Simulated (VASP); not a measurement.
Computed with PW91 GGA, VASP's PBE PAW potentials (set 64) (plane waves; VASP 6.6.1).

A VASP calculation is set up with these files.

POSCAR:
```
TiCo
1.0
  2.9083636270   0.0000000000   0.0000000000
  0.0000000000   2.9083636270   0.0000000000
  0.0000000000   0.0000000000   2.9083636270
Ti Co
1 1
Cartesian
  0.0000000000   0.0000000000   0.0000000000
  1.4541818135   1.4541818135   1.4541818135
```

KPOINTS:
```
Automatic mesh
0
Gamma
12 12 12
0 0 0
```

INCAR:
```
EDIFF=1E-7   ! SCF stop (eV)
ISMEAR=1   ! Methfessel-Paxton
ENCUT=520
ALGO=Normal   ! blocked Davidson
SIGMA=0.1
NELM=100
LREAL=.False.
LMAXMIX=4   ! l cut-off of mixed one-centre charges
GGA=91
ISIF=2   ! forces and stress, cell fixed
PREC=Accurate
LCHARG=.False.
SYSTEM=TiCo
LWAVE=.False.
LASPH=.True.
```

POTCAR, in this order: Ti_sv Co (PBE.64 set). Program: vasp_std.

The resulting files:

File OSZICAR:
```
       N       E                     dE             d eps       ncg     rms          rms(c)
DAV:   1     0.151899989659E+03    0.15190E+03   -0.10561E+04  2352   0.192E+03
DAV:   2    -0.862178820908E+01   -0.16052E+03   -0.15781E+03  2394   0.411E+02
DAV:   3    -0.173748739797E+02   -0.87531E+01   -0.86780E+01  3702   0.108E+02
DAV:   4    -0.176306782709E+02   -0.25580E+00   -0.25417E+00  2828   0.150E+01
DAV:   5    -0.176402717470E+02   -0.95935E-02   -0.95902E-02  3462   0.268E+00    0.140E+01
DAV:   6    -0.159719615644E+02    0.16683E+01   -0.12128E+01  2810   0.540E+01    0.642E+00
DAV:   7    -0.178751334582E+02   -0.19032E+01   -0.23800E+01  3758   0.496E+01    0.205E+01
DAV:   8    -0.155315314006E+02    0.23436E+01   -0.13522E+01  3492   0.376E+01    0.183E+00
DAV:   9    -0.155650176695E+02   -0.33486E-01   -0.24093E-01  3226   0.498E+00    0.182E+00
DAV:  10    -0.155485968278E+02    0.16421E-01   -0.78746E-02  3588   0.363E+00    0.456E-01
DAV:  11    -0.155474445531E+02    0.11523E-02   -0.53004E-03  2986   0.854E-01    0.260E-01
DAV:  12    -0.155469566144E+02    0.48794E-03   -0.17726E-03  3524   0.369E-01    0.650E-02
DAV:  13    -0.155469250455E+02    0.31569E-04   -0.10533E-04  2810   0.106E-01    0.354E-02
DAV:  14    -0.155469172995E+02    0.77461E-05   -0.47104E-05  3300   0.677E-02    0.293E-03
DAV:  15    -0.155469172659E+02    0.33590E-07   -0.15596E-06  2634   0.154E-02    0.154E-03
DAV:  16    -0.155469172881E+02   -0.22280E-07   -0.11404E-07  1590   0.488E-03
   1 F= -.15546917E+02 E0= -.15546534E+02  d E =-.115057E-02
```

### OUTCAR
```
------------------------ aborting loop because EDIFF is reached ----------------------------------------
  FORCE on cell =-STRESS in cart. coord.  units (eV):
  Direction    XX          YY          ZZ          XY          YZ          ZX
  --------------------------------------------------------------------------------------
  Total        1.8834361      1.8834361      1.8834361     -0.0000000     -0.0000000      0.0000000
  in kB      122.6634993    122.6634993    122.6634993     -0.0000000     -0.0000000      0.0000000
  external PRESSURE =     122.6634993 kB  Pullay stress =       0.0000000 kB
  volume of cell :       24.60
      direct lattice vectors                 reciprocal lattice vectors
     2.908363627  0.000000000  0.000000000     0.343835960  0.000000000  0.000000000
     0.000000000  2.908363627  0.000000000     0.000000000  0.343835960  0.000000000
     0.000000000  0.000000000  2.908363627     0.000000000  0.000000000  0.343835960
 POSITION                                       TOTAL-FORCE (eV/Angst)
 -----------------------------------------------------------------------------------
      0.00000      0.00000      0.00000         0.000000      0.000000      0.000000
      1.45418      1.45418      1.45418         0.000000      0.000000      0.000000
 -----------------------------------------------------------------------------------
    total drift:                                0.000000      0.000000     -0.000000
  FREE ENERGIE OF THE ION-ELECTRON SYSTEM (eV)
  ---------------------------------------------------
  free  energy   TOTEN  =       -15.5469172881 eV

  energy  without entropy=      -15.5457667229  energy(sigma->0) =      -15.54653377
```
(Selected blocks of OUTCAR.)

The compound is TiCo in the CsCl type structure. This cell is one point of a volume scan, at 0.94 of the reference volume. The run is not spin-polarised, so no magnetic state was tried. The electron count is odd and the run is not spin-polarised, which forces a metal.
